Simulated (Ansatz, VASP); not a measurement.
# Cross-check of Si3N4 between VASP and Ansatz, part 3 of 3

Wanted: the spread between two codes on one cell, functional and k mesh. The cell is taken from a series of runs on this material, whose earlier steps may have relaxed, scaled, displaced or heated it; both programs get it as it stands.

VASP 6.6.1 and Ansatz 0.2.0.

So far: Starting point; Ansatz: zone-centre phonons, PBEsol; VASP: zone-centre phonons, PBEsol.

## Step 3: VASP: zone-centre phonons, PBEsol (continued)

Level of this step: PBEsol; plane waves and PAW (Si, N) (VASP).

Numbers of over 12 decimals in the logs are rounded to 6 here.

OUTCAR, selected parts (step 3):

```text
ion  position               nearest neighbor table
   1  0.768  0.174  0.250-  13 1.73   8 1.74   8 1.74   7 1.74   5 3.00   3 3.00   6 3.06   6 3.06
                             2 3.06   2 3.06
   2  0.594  0.768  0.750-  14 1.73   9 1.74   9 1.74   8 1.74   4 3.00   6 3.00   3 3.06   3 3.06
                             1 3.06   1 3.06
   3  0.826  0.594  0.250-  13 1.73  10 1.74  10 1.74   9 1.74   5 3.00   1 3.00   2 3.06   2 3.06
                             4 3.06   4 3.06
   4  0.232  0.826  0.750-  14 1.73  11 1.74  11 1.74  10 1.74   2 3.00   6 3.00   3 3.06   3 3.06
                             5 3.06   5 3.06
   5  0.406  0.232  0.250-  13 1.73  12 1.74  12 1.74  11 1.74   1 3.00   3 3.00   6 3.06   6 3.06
                             4 3.06   4 3.06
   6  0.174  0.406  0.750-  14 1.73   7 1.74   7 1.74  12 1.74   2 3.00   4 3.00   5 3.06   5 3.06
                             1 3.06   1 3.06
   7  0.030  0.330  0.250-   6 1.74   6 1.74   1 1.74
   8  0.700  0.030  0.750-   1 1.74   1 1.74   2 1.74
   9  0.670  0.700  0.250-   2 1.74   2 1.74   3 1.74
  10  0.970  0.670  0.750-   3 1.74   3 1.74   4 1.74
  11  0.300  0.970  0.250-   4 1.74   4 1.74   5 1.74
  12  0.330  0.300  0.750-   5 1.74   5 1.74   6 1.74
  13  0.667  0.333  0.250-   1 1.73   3 1.73   5 1.73
  14  0.333  0.667  0.750-   4 1.73   6 1.73   2 1.73

  LATTYP: Found a hexagonal cell.
 ALAT       =     7.6245160232
 C/A-ratio  =     0.3817193105

 Subroutine GETGRP returns: Found 12 space group operations
 (whereof  6 operations were pure point group operations)

The static configuration has the point symmetry S_6 .
 The point group associated with its full space group is C_6h.

 Found     15 irreducible k-points:

   k-points           NKPTS =     15   k-points in BZ     NKDIM =     15   number of bands    NBANDS=     46

   dimension x,y,z NGX =    64 NGY =   64 NGZ =   24
   dimension x,y,z NGXF=   128 NGYF=  128 NGZF=   48

   ENCUT  =  600.0 eV  44.10 Ry    6.64 a.u.  15.23 15.23  5.81*2*pi/ulx,y,z

   NELECT =      64.0000    total number of electrons

 k-points in reciprocal lattice and weights: Automatic mesh
   0.00000000  0.00000000  0.00000000       0.014
   0.33333333  0.00000000  0.00000000       0.083
   0.33333333  0.33333333  0.00000000       0.028
   0.00000000  0.00000000  0.12500000       0.028
   0.33333333  0.00000000  0.12500000       0.167
   0.33333333  0.33333333  0.12500000       0.056
   0.00000000  0.00000000  0.25000000       0.028
   0.33333333  0.00000000  0.25000000       0.167
   0.33333333  0.33333333  0.25000000       0.056
[...]
0.33333333  0.00000000  0.50000000       0.083
   0.33333333  0.33333333  0.50000000       0.028

 average (electrostatic) potential at core
       1 -82.1154       2 -82.1154       3 -82.1154       4 -82.1154       5 -82.1154
       6 -82.1154       7 -60.9782       8 -60.9782       9 -60.9782      10 -60.9782
      11 -60.9782      12 -60.9782      13 -60.6445      14 -60.6445

  Total        0.1121146      0.1121146      0.0848793     -0.0000001      0.0000000      0.0000000
  in kB        1.2259174      1.2259174      0.9281123     -0.0000012      0.0000000      0.0000000
[...]
free  energy   TOTEN  =      -120.3981793210 eV

 Eigenvectors and eigenvalues of the dynamical matrix
 ----------------------------------------------------

   1 f  =   31.234616 THz   196.252880 2PiTHz 1041.874643 cm-1   129.175934 meV
             X         Y         Z           dx          dy          dz
      5.189140  1.148467  0.727606    -0.154698    0.084029   -0.000000
      1.599969  5.068161  2.182819     0.150120    0.091958    0.000000
      4.035344  3.919694  0.727606     0.004578   -0.175987    0.000000
     -1.376882  5.454558  2.182819    -0.154698    0.084029    0.000000
      2.212289  1.534864  0.727606     0.150120    0.091958   -0.000000
     -0.223086  2.683331  2.182819     0.004578   -0.175987   -0.000000
     -1.032264  2.178995  0.727606     0.304619    0.207079    0.000000
      5.221319  0.195531  2.182819     0.027026   -0.367347   -0.000000
      2.441325  4.619560  0.727606    -0.331645    0.160269   -0.000000
      4.844522  4.424029  2.182819     0.304619    0.207079   -0.000000
     -1.409061  6.407494  0.727606     0.027026   -0.367347    0.000000
      1.370933  1.983465  2.182819    -0.331645    0.160269    0.000000
      3.812258  2.201008  0.727606    -0.000000    0.000000   -0.000000
     -0.000000  4.402016  2.182819    -0.000000    0.000000    0.000000

   2 f  =   30.646048 THz   192.554798 2PiTHz 1022.242127 cm-1   126.741814 meV
             X         Y         Z           dx          dy          dz
      5.189140  1.148467  0.727606    -0.064201   -0.244052   -0.000000
      1.599969  5.068161  2.182819    -0.067976    0.138384   -0.000000
      4.035344  3.919694  0.727606    -0.089623   -0.076750   -0.000000
     -1.376882  5.454558  2.182819     0.064201    0.244052   -0.000000
      2.212289  1.534864  0.727606     0.067976   -0.138384   -0.000000
     -0.223086  2.683331  2.182819     0.089623    0.076750   -0.000000
     -1.032264  2.178995  0.727606     0.204376    0.158883    0.000000
      5.221319  0.195531  2.182819     0.043843    0.118670    0.000000
      2.441325  4.619560  0.727606     0.320634   -0.194857    0.000000
      4.844522  4.424029  2.182819    -0.204376   -0.158883   -0.000000
     -1.409061  6.407494  0.727606    -0.043843   -0.118670    0.000000
      1.370933  1.983465  2.182819    -0.320634    0.194857    0.000000
      3.812258  2.201008  0.727606     0.027934    0.417192   -0.000000
     -0.000000  4.402016  2.182819    -0.027934   -0.417192   -0.000000

   3 f  =   30.646048 THz   192.554798 2PiTHz 1022.242127 cm-1   126.741814 meV
             X         Y         Z           dx          dy          dz
      5.189140  1.148467  0.727606    -0.062072   -0.006969    0.000000
      1.599969  5.068161  2.182819     0.167740   -0.125208    0.000000
      4.035344  3.919694  0.727606    -0.229374   -0.032391    0.000000
     -1.376882  5.454558  2.182819     0.062072    0.006969   -0.000000
      2.212289  1.534864  0.727606    -0.167740    0.125208    0.000000
     -0.223086  2.683331  2.182819     0.229374    0.032391    0.000000
     -1.032264  2.178995  0.727606    -0.261979   -0.116402   -0.000000
      5.221319  0.195531  2.182819    -0.015574    0.364621   -0.000000
      2.441325  4.619560  0.727606     0.091761   -0.000144   -0.000000
      4.844522  4.424029  2.182819     0.261979    0.116402   -0.000000
     -1.409061  6.407494  0.727606     0.015574   -0.364621    0.000000
      1.370933  1.983465  2.182819    -0.091761    0.000144   -0.000000
      3.812258  2.201008  0.727606     0.417192   -0.027934   -0.000000
     -0.000000  4.402016  2.182819    -0.417192    0.027934    0.000000

   4 f  =   30.335081 THz   190.600934 2PiTHz 1011.869377 cm-1   125.455757 meV
             X         Y         Z           dx          dy          dz
      5.189140  1.148467  0.727606    -0.135699   -0.104138    0.000000
      1.599969  5.068161  2.182819     0.160221   -0.122148   -0.000000
      4.035344  3.919694  0.727606     0.027858    0.143131   -0.000000
     -1.376882  5.454558  2.182819    -0.135699   -0.104138   -0.000000
      2.212289  1.534864  0.727606     0.160221   -0.122148   -0.000000
     -0.223086  2.683331  2.182819     0.027858    0.143131   -0.000000
     -1.032264  2.178995  0.727606     0.175752    0.075482   -0.000000
      5.221319  0.195531  2.182819    -0.024522    0.394559   -0.000000
      2.441325  4.619560  0.727606    -0.200713    0.061578    0.000000
      4.844522  4.424029  2.182819     0.175752    0.075482    0.000000
     -1.409061  6.407494  0.727606    -0.024522    0.394559   -0.000000
      1.370933  1.983465  2.182819    -0.200713    0.061578    0.000000
      3.812258  2.201008  0.727606    -0.024680   -0.413928    0.000000
     -0.000000  4.402016  2.182819    -0.024680   -0.413928   -0.000000

   5 f  =   30.335081 THz   190.600934 2PiTHz 1011.869377 cm-1   125.455757 meV
             X         Y         Z           dx          dy          dz
      5.189140  1.148467  0.727606    -0.048702    0.170619   -0.000000
      1.599969  5.068161  2.182819    -0.066711   -0.125301    0.000000
      4.035344  3.919694  0.727606     0.198567    0.007062   -0.000000
     -1.376882  5.454558  2.182819    -0.048702    0.170619   -0.000000
      2.212289  1.534864  0.727606    -0.066711   -0.125301   -0.000000
     -0.223086  2.683331  2.182819     0.198567    0.007062   -0.000000
     -1.032264  2.178995  0.727606    -0.278931   -0.208741    0.000000
      5.221319  0.195531  2.182819     0.040146   -0.008467    0.000000
      2.441325  4.619560  0.727606    -0.292834    0.167725    0.000000
      4.844522  4.424029  2.182819    -0.278931   -0.208741    0.000000
     -1.409061  6.407494  0.727606     0.040146   -0.008467    0.000000
      1.370933  1.983465  2.182819    -0.292834    0.167725    0.000000
      3.812258  2.201008  0.727606     0.413928   -0.024680    0.000000
     -0.000000  4.402016  2.182819     0.413928   -0.024680   -0.000000

   6 f  =   27.768174 THz   174.472581 2PiTHz  926.246574 cm-1   114.839887 meV
             X         Y         Z           dx          dy          dz
      5.189140  1.148467  0.727606     0.030726    0.208031    0.000000
      1.599969  5.068161  2.182819    -0.164797    0.130625    0.000000
      4.035344  3.919694  0.727606    -0.195523   -0.077406    0.000000
     -1.376882  5.454558  2.182819    -0.030726   -0.208031   -0.000000
      2.212289  1.534864  0.727606     0.164797   -0.130625   -0.000000
     -0.223086  2.683331  2.182819     0.195523    0.077406   -0.000000
     -1.032264  2.178995  0.727606    -0.272038   -0.220093   -0.000000
      5.221319  0.195531  2.182819     0.054588   -0.345638   -0.000000
      2.441325  4.619560  0.727606     0.326625   -0.125545   -0.000000
      4.844522  4.424029  2.182819     0.272038    0.220093   -0.000000
     -1.409061  6.407494  0.727606    -0.054588    0.345638    0.000000
      1.370933  1.983465  2.182819    -0.326625    0.125545    0.000000
      3.812258  2.201008  0.727606     0.000000    0.000000    0.000000
     -0.000000  4.402016  2.182819    -0.000000   -0.000000   -0.000000

   7 f  =   27.479511 THz   172.658857 2PiTHz  916.617809 cm-1   113.646073 meV
             X         Y         Z           dx          dy          dz
      5.189140  1.148467  0.727606     0.069748    0.007605   -0.000000
      1.599969  5.068161  2.182819     0.160622    0.073956   -0.000000
      4.035344  3.919694  0.727606     0.025197   -0.232682   -0.000000
     -1.376882  5.454558  2.182819    -0.069748   -0.007605    0.000000
      2.212289  1.534864  0.727606    -0.160622   -0.073956    0.000000
     -0.223086  2.683331  2.182819    -0.025197    0.232682   -0.000000
     -1.032264  2.178995  0.727606    -0.171669   -0.053619    0.000000
      5.221319  0.195531  2.182819     0.071535   -0.183484    0.000000
      2.441325  4.619560  0.727606    -0.326940    0.151650    0.000000
      4.844522  4.424029  2.182819     0.171669    0.053619    0.000000
     -1.409061  6.407494  0.727606    -0.071535    0.183484   -0.000000
      1.370933  1.983465  2.182819     0.326940   -0.151650   -0.000000
    [... 595 further lines ...]
      3.812258  2.201008  0.727606    -0.219600   -0.041013   -0.000000
     -0.000000  4.402016  2.182819    -0.219600   -0.041013   -0.000000

 ELASTIC MODULI CONTR FROM IONIC RELAXATION (kBar)
 Direction    XX          YY          ZZ          XY          YZ          ZX
 --------------------------------------------------------------------------------
 XX       -1137.1203    657.8062    270.0151     -0.4850      0.0000     -0.0000
 YY         657.8062  -1137.1203    270.0151     -0.4850     -0.0000      0.0000
 ZZ         270.0151    270.0151   -836.7731     -0.1013     -0.0000      0.0000
 XY          -0.4850     -0.4850     -0.1013   -897.4651      0.0000     -0.0000
 YZ           0.0000     -0.0000     -0.0000      0.0000   -679.6784     41.0666
 ZX          -0.0000      0.0000      0.0000     -0.0000     41.0666   -670.9685
 --------------------------------------------------------------------------------
```

## Step 4: Side by side

Known differences besides the potentials themselves: fixed occupations in Ansatz, narrow Gaussian smearing in VASP; the cutoff is 340 eV in Ansatz and 600 eV in VASP; Ansatz makes its cores anew for this functional, VASP keeps those of its PBE data sets; Ansatz's log warns that its cutoff lies below the recommended one. Total energies have different zeros and are not compared.

Both answers:

| quantity | Ansatz | VASP | difference |
| --- | --- | --- | --- |
| optical mode 1 to 2 (cm⁻¹) | 173.4 | 174.0 | -0.38 % |
| optical mode 3 (cm⁻¹) | 194.4 | 195.3 | -0.49 % |
| optical mode 4 to 5 (cm⁻¹) | 216.3 | 216.7 | -0.21 % |
| optical mode 6 (cm⁻¹) | 233.6 | 236.2 | -1.10 % |
| optical mode 7 (cm⁻¹) | 258.2 | 258.8 | -0.24 % |
| optical mode 8 to 9 (cm⁻¹) | 292.6 | 293.3 | -0.27 % |
| optical mode 10 (cm⁻¹) | 347.3 | 349.1 | -0.51 % |
| optical mode 11 (cm⁻¹) | 385.9 | 387.7 | -0.45 % |
| optical mode 12 to 13 (cm⁻¹) | 404.4 | 408.0 | -0.88 % |
| optical mode 14 to 15 (cm⁻¹) | 427.7 | 430.3 | -0.59 % |
| optical mode 16 (cm⁻¹) | 440.5 | 443.8 | -0.74 % |
| optical mode 17 (cm⁻¹) | 539.6 | 541.5 | -0.36 % |
| optical mode 18 to 19 (cm⁻¹) | 548.5 | 550.5 | -0.36 % |
| optical mode 20 to 21 (cm⁻¹) | 600.9 | 603.0 | -0.34 % |
| optical mode 22 (cm⁻¹) | 639.1 | 640.7 | -0.25 % |
| optical mode 23 (cm⁻¹) | 708.0 | 709.7 | -0.24 % |
| optical mode 24 (cm⁻¹) | 842.3 | 846.1 | -0.45 % |
| optical mode 25 to 26 (cm⁻¹) | 851.9 | 855.8 | -0.46 % |
| optical mode 27 to 28 (cm⁻¹) | 855.3 | 859.8 | -0.52 % |
| optical mode 29 (cm⁻¹) | 869.0 | 874.5 | -0.63 % |
| optical mode 30 to 31 (cm⁻¹) | 880.0 | 884.5 | -0.51 % |
| optical mode 32 to 33 (cm⁻¹) | 911.3 | 916.6 | -0.58 % |
| optical mode 34 (cm⁻¹) | 922.4 | 926.2 | -0.41 % |
| optical mode 35 to 36 (cm⁻¹) | 1009.4 | 1011.9 | -0.24 % |
| optical mode 37 to 38 (cm⁻¹) | 1020.2 | 1022.2 | -0.20 % |
| optical mode 39 (cm⁻¹) | 1039.8 | 1041.9 | -0.20 % |

Modes are paired by rising frequency, not by their patterns, so a pair may set unlike modes beside each other; they are those without the splitting of longitudinal modes.

## Step 5: Results

```yaml
r_m_s_difference_of_the_optical_zone_centre_modes_each_program_s_sorted_by_frequency_zone_centre_phonons_pbesol: 3.0 cm⁻¹
difference_in_optical_mode_6_zone_centre_phonons_pbesol: -1.1 %
```

The r.m.s. difference of the optical zone-centre modes, each program's sorted by frequency is 3.0 cm⁻¹ (zone-centre phonons, PBEsol). Among the rows given in per cent, the largest difference of the zone-centre phonons, PBEsol pair is in optical mode 6, -1.1 %. How closely two codes agree says nothing of how well the functional describes the real material.

[Lines on the potential files, build, host, timing and source positions are cut from VASP's logs without a mark.]

[Logs are printed without paths, hosts, clocks, repeated set-up lines and the standing remarks that a program may print on its own settings, such as how far it seeks lower states.]

[Hosts, paths, dates, database ids (printed as entryN), source tags and the programs' standing remarks are cut or masked in the printed files.]
